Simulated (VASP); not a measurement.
# HfB2: formation energy of interstitial N, part 4 of 6

Aim: the formation energy and local structure of interstitial N in HfB2. The start is a cell from a database of measured crystal structures.

VASP 6.6.1, plane waves and PAW; the level of theory is named at each step.

So far. Step 4 (Relaxing the atoms): The run ended after 4 ionic steps, 0.006 eV below its first step, once the forces on the free atoms met EDIFFG = -0.03. Step 4 (Relaxing the atoms): Energy at zero smearing: -18.48787 eV.

## Step 5: Reference B

This step: SCAN; plane waves and PAW (B) (VASP 6.6.1).

System of this step: B. It takes space group R-3m (No. 166, trigonal). The conventional cell has a = 4.898 Å, b = 4.898 Å, c = 12.524 Å, α = 90.00°, β = 90.00°, γ = 120.00°. Nearest to B lie 6 B at 1.67 to 1.80 Å. Nearest to B lie 5 B at 1.77 to 1.80 Å.

B is not exchanged here; its energy serves the host's formation enthalpy.

INCAR reads:

```
SYSTEM = B
PREC = Normal
ENCUT = 400
EDIFF = 1E-05
NELM = 120
ISMEAR = 0
SIGMA = 0.1
LREAL = Auto
ALGO = Normal
METAGGA = SCAN
LASPH = .TRUE.
NBANDS = 30
LORBIT = 11
LWAVE = .FALSE.
LCHARG = .FALSE.
KPAR = 4
IBRION = 2
NSW = 25
ISIF = 3
EDIFFG = -0.02
POTIM = 0.4
```

POSCAR reads:

```
B
1.0
    2.4491963929      1.4140441968      4.1747204365
   -2.4491963929      1.4140441968      4.1747204365
    0.0000000000     -2.8280883935      4.1747204365
B
12
Direct
    0.0099700400      0.6542851200      0.0099700400
    0.0099700400      0.0099700400      0.6542851200
    0.6542851200      0.0099700400      0.0099700400
    0.3457148800      0.9900299600      0.9900299600
    0.9900299600      0.3457148800      0.9900299600
    0.9900299600      0.9900299600      0.3457148800
    0.2205655700      0.6316348300      0.2205655700
    0.2205655700      0.2205655700      0.6316348300
    0.6316348300      0.2205655700      0.2205655700
    0.3683651700      0.7794344300      0.7794344300
    0.7794344300      0.3683651700      0.7794344300
    0.7794344300      0.7794344300      0.3683651700
```

KPOINTS reads:

```
Automatic mesh
0
Gamma
7 7 7
0 0 0
```

PAW data sets: B (PBE family, release 64).

Started as:

```sh
$ mpirun -np 4 vasp_std
```

The program printed:

```text
[banner, memory and clock lines left out]
running    4 mpi-ranks, on    1 nodes
 distrk:  each k-point on    1 cores,    4 groups
 distr:  one band on    1 cores,    1 groups

 POSCAR found type information on POSCAR B
 POSCAR found :  1 types and      12 ions
 [... a notice as in an earlier step ...]

 LDA part: xc-table for (None), standard interpolation
 POSCAR, INCAR and KPOINTS ok, starting setup
 FFT: planning ... GRIDC
 FFT: planning ... GRID_SOFT
 FFT: planning ... GRID
 WAVECAR not read
 entering main loop
       N       E                     dE             d eps       ncg     rms          rms(c)
DAV:   1     0.362010335243E+02    0.36201E+02   -0.14657E+04  2640   0.920E+02
DAV:   2    -0.950426216803E+02   -0.13124E+03   -0.12529E+03  3354   0.193E+02
DAV:   3    -0.994647834310E+02   -0.44222E+01   -0.43881E+01  3464   0.322E+01
DAV:   4    -0.994940269829E+02   -0.29244E-01   -0.29218E-01  3468   0.276E+00
DAV:   5    -0.994943064794E+02   -0.27950E-03   -0.27947E-03  3440   0.260E-01    0.114E+01
DAV:   6    -0.896087240227E+02    0.98856E+01   -0.48129E+00  3046   0.126E+01    0.667E+00
DAV:   7    -0.894920912189E+02    0.11663E+00   -0.23639E+00  3252   0.831E+00    0.217E+00
DAV:   8    -0.895158214368E+02   -0.23730E-01   -0.28557E-01  3118   0.312E+00    0.444E-01
DAV:   9    -0.895175388794E+02   -0.17174E-02   -0.15514E-02  3336   0.729E-01    0.151E-01
DAV:  10    -0.895176990511E+02   -0.16017E-03   -0.14675E-03  3204   0.248E-01    0.457E-02
DAV:  11    -0.895177044860E+02   -0.54349E-05   -0.18700E-04  3396   0.868E-02    0.132E-02
DAV:  12    -0.895177025688E+02    0.19172E-05   -0.34279E-05  3146   0.347E-02
   1 F= -.89517703E+02 E0= -.89517703E+02  d E =-.895177E+02
 curvature:   0.00 expect dE= 0.000E+00 dE for cont linesearch  0.000E+00
 trial: gam= 0.00000 g(F)=  0.438E-03 g(S)=  0.950E-02 ort = 0.000E+00 (trialstep = 0.100E+01)
 search vector abs. value=  0.994E-02
 bond charge predicted
       N       E                     dE             d eps       ncg     rms          rms(c)
DAV:   1    -0.895217147861E+02   -0.40103E-02   -0.80356E-02  2976   0.203E+00    0.156E-01
DAV:   2    -0.895215169276E+02    0.19786E-03   -0.63693E-03  3090   0.666E-01    0.985E-02
DAV:   3    -0.895213691092E+02    0.14782E-03   -0.38632E-04  3226   0.116E-01    0.199E-02
DAV:   4    -0.895213691359E+02   -0.26769E-07   -0.44910E-05  3066   0.396E-02
   2 F= -.89521369E+02 E0= -.89521369E+02  d E =-.366657E-02
[...]
3 F= -.89521644E+02 E0= -.89521644E+02  d E =-.394168E-02
 curvature:  -0.40 expect dE=-0.316E-03 dE for cont linesearch -0.934E-07
 trial: gam= 0.08498 g(F)=  0.788E-03 g(S)=  0.867E-05 ort =-0.484E-04 (trialstep = 0.959E+00)
 search vector abs. value=  0.860E-03
 bond charge predicted
       N       E                     dE             d eps       ncg     rms          rms(c)
DAV:   1    -0.895220570705E+02   -0.40313E-03   -0.27400E-02  2724   0.860E-01    0.395E-02
DAV:   2    -0.895220411766E+02    0.15894E-04   -0.88924E-04  3200   0.192E-01    0.238E-02
DAV:   3    -0.895220281092E+02    0.13067E-04   -0.48488E-05  3372   0.444E-02    0.597E-03
DAV:   4    -0.895220296223E+02   -0.15131E-05   -0.71691E-06  2110   0.151E-02
   4 F= -.89522030E+02 E0= -.89522030E+02  d E =-.385374E-03
 trial-energy change:   -0.000385  1 .order   -0.000382   -0.000760   -0.000005
 step:   0.9651(harm=  0.9651)  dis= 0.00215  next Energy=   -89.522027 (dE=-0.382E-03)
 reached required accuracy - stopping structural energy minimisation
```

Run time: 54 s. Hardware: 4 MPI ranks of Intel Xeon 6975P-C (Granite Rapids), shared host; peak memory 0.73 GiB.

Parts of OUTCAR (step 5):

```text
   k-points           NKPTS =     44   k-points in BZ     NKDIM =     44   number of bands    NBANDS=     30

   ENCUT  =  400.0 eV  29.40 Ry    5.42 a.u.   8.22  8.22  8.22*2*pi/ulx,y,z

   NELECT =      36.0000    total number of electrons

 E-fermi :   6.3692

 k-point     1 :       0.0000    0.0000    0.0000
  band No.  band energies     occupation
    ...
     14       1.3502      2.00000
     15       4.4862      2.00000
     16       4.9680      2.00000
     17       4.9680      2.00000
     18       5.6054      2.00000
     19       7.5953      0.00000
     20      11.0074      0.00000
     21      11.0074      0.00000
     22      11.0986      0.00000
     23      11.0986      0.00000
    ...

  Total       -0.0343107     -0.0343107      0.0543736      0.0000000      0.0000000      0.0000000
  in kB       -0.6389924     -0.6389924      1.0126383      0.0000000      0.0000000      0.0000000
  external PRESSURE =      -0.0884489 kB  Pullay stress =       0.0000000 kB

 POSITION                                       TOTAL-FORCE (eV/Angst)
 -----------------------------------------------------------------------------------
     -1.57326      0.90832      2.80671         0.009921     -0.005728      0.007356
      0.00000     -1.81665      2.80671        -0.000000      0.011456      0.007356
      1.57326      0.90832      2.80671        -0.009921     -0.005728      0.007356
     -1.57326     -0.90832      9.68513         0.009921      0.005728     -0.007356
      1.57326     -0.90832      9.68513        -0.009921      0.005728     -0.007356
      0.00000      1.81665      9.68513        -0.000000     -0.011456     -0.007356
     -1.00182      0.57840      4.46629        -0.001770      0.001022     -0.000866
      0.00000     -1.15681      4.46629        -0.000000     -0.002044     -0.000866
      1.00182      0.57840      4.46629         0.001770      0.001022     -0.000866
     -1.00182     -0.57840      8.02555        -0.001770     -0.001022      0.000866
      1.00182     -0.57840      8.02555         0.001770     -0.001022      0.000866
      0.00000      1.15681      8.02555        -0.000000      0.002044      0.000866
 -----------------------------------------------------------------------------------
    total drift:                               -0.000000     -0.000000     -0.000000

  FREE ENERGIE OF THE ION-ELECTRON SYSTEM (eV)
  ---------------------------------------------------
  free  energy   TOTEN  =       -89.5220296223 eV

  energy  without entropy=      -89.5220296223  energy(sigma->0) =      -89.52202962

[... 1 part as in an earlier step ...]

[... 15 further parts left out ...]
```

CONTCAR:

```
B
   1.00000000000000
     2.4421609143053575    1.4099822613390862    4.1639466879741835
    -2.4421609143053575    1.4099822613390862    4.1639466879741835
     0.0000000000000000   -2.8199645225787173    4.1639466879742706
  B
    12
Direct
     0.0099469197405578    0.6541561002307220    0.0099469197405578
     0.0099469197405578    0.0099469197405578    0.6541561002307220
     0.6541561002307220    0.0099469197405578    0.0099469197405578
     0.3458438997692779    0.9900530802594421    0.9900530802594422
     0.9900530802594421    0.3458438997692779    0.9900530802594422
     0.9900530802594421    0.9900530802594421    0.3458438997692779
     0.2207964711616698    0.6310167903552155    0.2207964711616698
     0.2207964711616698    0.2207964711616698    0.6310167903552155
     0.6310167903552155    0.2207964711616698    0.2207964711616698
     0.3689832096447844    0.7792035288383303    0.7792035288383303
     0.7792035288383303    0.3689832096447844    0.7792035288383303
     0.7792035288383303    0.7792035288383303    0.3689832096447844
```

The gap is read on the k-mesh alone, so it is an upper bound where the band edges lie off the mesh. The run keeps the 12 symmetry operations of its start, so it cannot find a distortion of lower symmetry.

Step by step:

```tsv
step	energy less that of the first step (eV)	largest force (eV/Å)	pressure (GPa)	volume (Å³)
1	0.0000	0.0333	-1.83	86.75
2	-0.0037	0.0720	0.48	85.92
3	-0.0039	0.0575	0.01	86.09
4	-0.0043	0.0136	-0.01	86.03
```

```tsv
conventional cell, symmetrised	before	after	change
a (Å)	4.898	4.884	-0.3 %
b (Å)	4.898	4.884	-0.3 %
c (Å)	12.524	12.492	-0.3 %
volume (Å³/atom)	7.23	7.17	-0.8 %
```

Final coordinates:

```
B
1.0
     2.44216    1.40998    4.16395
    -2.44216    1.40998    4.16395
     0.00000   -2.81996    4.16395
B
12
Direct
  0.00995 0.65416 0.00995
  0.00995 0.00995 0.65416
  0.65416 0.00995 0.00995
  0.34584 0.99005 0.99005
  0.99005 0.34584 0.99005
  0.99005 0.99005 0.34584
  0.22080 0.63102 0.22080
  0.22080 0.22080 0.63102
  0.63102 0.22080 0.22080
  0.36898 0.77920 0.77920
  0.77920 0.36898 0.77920
  0.77920 0.77920 0.36898
```

Numbers from this step:

| Quantity | Value |
| --- | --- |
| electronic cycles | 23 |
| electrons | 36 |
| free energy (TOTEN) | -89.5220 eV |
| Fermi energy | 6.369 eV |
| labelled metallic, from the levels on this mesh | no |
| gap on the k-mesh | 1.637 eV |
| least direct gap on the k-mesh | 1.990 eV |

The run ended after 4 ionic steps, 0.004 eV below its first step, once forces and stress met EDIFFG = -0.02.

Energy at zero smearing: -89.52203 eV.

## Step 6: Reference Hf

This step: SCAN; plane waves and PAW (Hf) (VASP 6.6.1).

System of this step: Hf. It takes space group P6_3/mmc (No. 194, hexagonal). Conventional cell: a = 3.200 Å, b = 3.200 Å, c = 5.062 Å, α = 90.00°, β = 90.00°, γ = 120.00°. Nearest to Hf lie 12 Hf at 3.13 to 3.20 Å.

Hf is not exchanged here; its energy serves the host's formation enthalpy.

INCAR, as its differences from that of step 5:

```diff
@@ -1,2 +1,2 @@
-SYSTEM = B
+SYSTEM = Hf
 PREC = Normal
@@ -5,3 +5,3 @@
 NELM = 120
-ISMEAR = 0
+ISMEAR = 1
 SIGMA = 0.1
@@ -11,3 +11,3 @@
 LASPH = .TRUE.
-NBANDS = 30
+NBANDS = 10
 LORBIT = 11
```

POSCAR reads:

```
Hf
1.0
    3.2000000000      0.0000000000      0.0000000000
   -1.6000000000      2.7712812921      0.0000000000
    0.0000000000      0.0000000000      5.0624000000
Hf
2
Direct
    0.0000000000      0.0000000000      0.0000000000
    0.3333333333      0.6666666667      0.5000000000
```

KPOINTS reads:

```
Automatic mesh
0
Gamma
10 10 5
0 0 0
```

Potentials, in the order of the species: Hf (PBE family, release 64).

Started as:

```sh
$ mpirun -np 4 vasp_std
```

The program printed:

```text
[banner, memory and clock lines left out]
running    4 mpi-ranks, on    1 nodes
 distrk:  each k-point on    1 cores,    4 groups
 distr:  one band on    1 cores,    1 groups

 POSCAR found type information on POSCAR Hf
 POSCAR found :  1 types and       2 ions
 [... a notice as in an earlier step ...]

 [... a notice as in an earlier step ...]

 LDA part: xc-table for (None), standard interpolation
 POSCAR, INCAR and KPOINTS ok, starting setup
 FFT: planning ... GRIDC
 FFT: planning ... GRID_SOFT
 FFT: planning ... GRID
 WAVECAR not read
 entering main loop
       N       E                     dE             d eps       ncg     rms          rms(c)
DAV:   1    -0.107159919806E+03   -0.10716E+03   -0.26341E+03   840   0.523E+02
DAV:   2    -0.124640995843E+03   -0.17481E+02   -0.16861E+02  1314   0.764E+01
DAV:   3    -0.125269318100E+03   -0.62832E+00   -0.62116E+00  1202   0.130E+01
DAV:   4    -0.125275367634E+03   -0.60495E-02   -0.60417E-02  1326   0.122E+00
DAV:   5    -0.125275406297E+03   -0.38663E-04   -0.38656E-04  1180   0.625E-02    0.104E+01
DAV:   6    -0.125748261540E+03   -0.47286E+00   -0.22610E-01   948   0.488E+00    0.646E+00
DAV:   7    -0.125541988144E+03    0.20627E+00   -0.70332E-01   980   0.590E+00    0.207E+00
DAV:   8    -0.125538993937E+03    0.29942E-02   -0.16141E-02   980   0.937E-01    0.698E-01
DAV:   9    -0.125539635299E+03   -0.64136E-03   -0.24100E-03  1204   0.330E-01    0.395E-01
DAV:  10    -0.125539411697E+03    0.22360E-03   -0.98106E-04  1012   0.223E-01    0.583E-02
DAV:  11    -0.125539414172E+03   -0.24750E-05   -0.13767E-05  1288   0.292E-02
   1 F= -.12553941E+03 E0= -.12553983E+03  d E =-.125539E+03
 curvature:   0.00 expect dE= 0.000E+00 dE for cont linesearch  0.000E+00
 trial: gam= 0.00000 g(F)=  0.106E-47 g(S)=  0.138E+00 ort = 0.000E+00 (trialstep = 0.100E+01)
 search vector abs. value=  0.138E+00
 bond charge predicted
       N       E                     dE             d eps       ncg     rms          rms(c)
DAV:   1    -0.125547006087E+03   -0.75944E-02   -0.19511E+00   840   0.108E+01    0.238E+00
DAV:   2    -0.125559365141E+03   -0.12359E-01   -0.80626E-02   912   0.301E+00    0.148E+00
DAV:   3    -0.125553305937E+03    0.60592E-02   -0.10264E-02  1000   0.718E-01    0.130E-01
DAV:   4    -0.125553257251E+03    0.48686E-04   -0.31031E-04  1250   0.152E-01    0.311E-02
DAV:   5    -0.125553280622E+03   -0.23371E-04   -0.75305E-06   832   0.167E-02    0.174E-02
DAV:   6    -0.125553290678E+03   -0.10056E-04   -0.42218E-06   506   0.124E-02    0.153E-03
DAV:   7    -0.125553289592E+03    0.10864E-05   -0.52039E-07   486   0.488E-03
   2 F= -.12555329E+03 E0= -.12555334E+03  d E =-.138754E-01
[...]
3 F= -.12557869E+03 E0= -.12557857E+03  d E =-.392760E-01
[...]
4 F= -.12557871E+03 E0= -.12557860E+03  d E =-.393000E-01
 curvature:  -0.27 expect dE=-0.930E-04 dE for cont linesearch -0.104E-06
 ZBRENT: accuracy reached
 trial: gam= 0.00080 g(F)=  0.123E-45 g(S)=  0.340E-03 ort = 0.230E-03 (trialstep = 0.909E+00)
 search vector abs. value=  0.341E-03
 bond charge predicted
       N       E                     dE             d eps       ncg     rms          rms(c)
DAV:   1    -0.125578843370E+03   -0.12900E-03   -0.76037E-03   840   0.538E-01    0.248E-02
DAV:   2    -0.125578830487E+03    0.12883E-04   -0.55308E-05  1290   0.447E-02    0.140E-02
DAV:   3    -0.125578829229E+03    0.12580E-05   -0.57645E-06   710   0.195E-02
   5 F= -.12557883E+03 E0= -.12557869E+03  d E =-.115066E-03
 trial-energy change:   -0.000115  1 .order   -0.000178   -0.000310   -0.000046
 step:   1.0686(harm=  1.0686)  dis= 0.00000  next Energy=  -125.578896 (dE=-0.182E-03)
 reached required accuracy - stopping structural energy minimisation
```

It took 15 s on 4 MPI ranks; peak memory 0.51 GiB; 56 s of CPU time.

Parts of OUTCAR (step 6):

```text
   k-points           NKPTS =     42   k-points in BZ     NKDIM =     42   number of bands    NBANDS=     10

   ENCUT  =  400.0 eV  29.40 Ry    5.42 a.u.   5.22  5.22  8.26*2*pi/ulx,y,z

   NELECT =       8.0000    total number of electrons

 E-fermi :   5.3643

 k-point     1 :       0.0000    0.0000    0.0000
  band No.  band energies     occupation
      1      -2.5939      2.00000
      2       1.3426      2.00000
      3       6.2995     -0.00000
      4       6.6596     -0.00000
      5       6.6596     -0.00000
      6       7.0345     -0.00000
      7       7.5863      0.00000
    ...

  Total       -0.0042331     -0.0042331     -0.0305895      0.0000000      0.0000000     -0.0000000
  in kB       -0.1586042     -0.1586042     -1.1461149      0.0000000      0.0000000     -0.0000000
  external PRESSURE =      -0.4877744 kB  Pullay stress =       0.0000000 kB

 POSITION                                       TOTAL-FORCE (eV/Angst)
 -----------------------------------------------------------------------------------
     -1.57803      2.73323      0.00000        -0.000000      0.000000      0.000000
     -0.00000      1.82215      2.47858         0.000000     -0.000000      0.000000
 -----------------------------------------------------------------------------------
    total drift:                                0.000001     -0.000001     -0.000000

  FREE ENERGIE OF THE ION-ELECTRON SYSTEM (eV)
  ---------------------------------------------------
  free  energy   TOTEN  =      -125.5788292294 eV

  energy  without entropy=     -125.5784233605  energy(sigma->0) =     -125.57869394

[... 1 part as in an earlier step ...]

[... 15 further parts left out ...]
```

The steps of the relaxation:

```tsv
step	energy less that of the first step (eV)	largest force (eV/Å)	pressure (GPa)	volume (Å³)
1	0.0000	0.0000	-5.48	44.89
2	-0.0139	0.0000	5.23	41.02
3	-0.0393	0.0000	0.18	42.69
4	-0.0393	0.0000	0.03	42.75
5	-0.0394	0.0000	-0.05	42.76
```

```tsv
conventional cell, symmetrised	before	after	change
a (Å)	3.200	3.156	-1.4 %
b (Å)	3.200	3.156	-1.4 %
c (Å)	5.062	4.957	-2.1 %
volume (Å³/atom)	22.45	21.38	-4.7 %
```

Final coordinates:

```xyz
2
Lattice="3.1561 0.0000 0.0000 -1.5780 2.7332 0.0000 0.0000 0.0000 4.9572" Properties=species:S:1:pos:R:3 pbc="T T T"
Hf    0.0000    0.0000    0.0000
Hf    0.0000    1.8222    2.4786
```

This step gave:

```
electronic cycles                               : 27
electrons                                       : 8
free energy (TOTEN)                             : -125.5788 eV
energy at zero smearing                         : -125.5787 eV
Fermi energy                                    : 5.364 eV
labelled metallic, from the levels on this mesh : yes
```

The run ended after 5 ionic steps, 0.039 eV below its first step, once forces and stress met EDIFFG = -0.02.

Energy at zero smearing: -125.57869 eV.

(Part 4 of 6 ends here.)

[Lines on the potential files, build, host, timing and source positions are cut from VASP's logs without a mark.]

[Logs are printed without paths, hosts, clocks, repeated set-up lines and the standing remarks that a program may print on its own settings, such as how far it seeks lower states.]

[Hosts, paths, dates, database ids (printed as entryN), source tags and the programs' standing remarks are cut or masked in the printed files.]

[In band tables of VASP the shares of atoms and orbitals are scaled to a sum of 1 inside the atoms' spheres.]

[Runs that stopped without an error message from VASP are left out.]
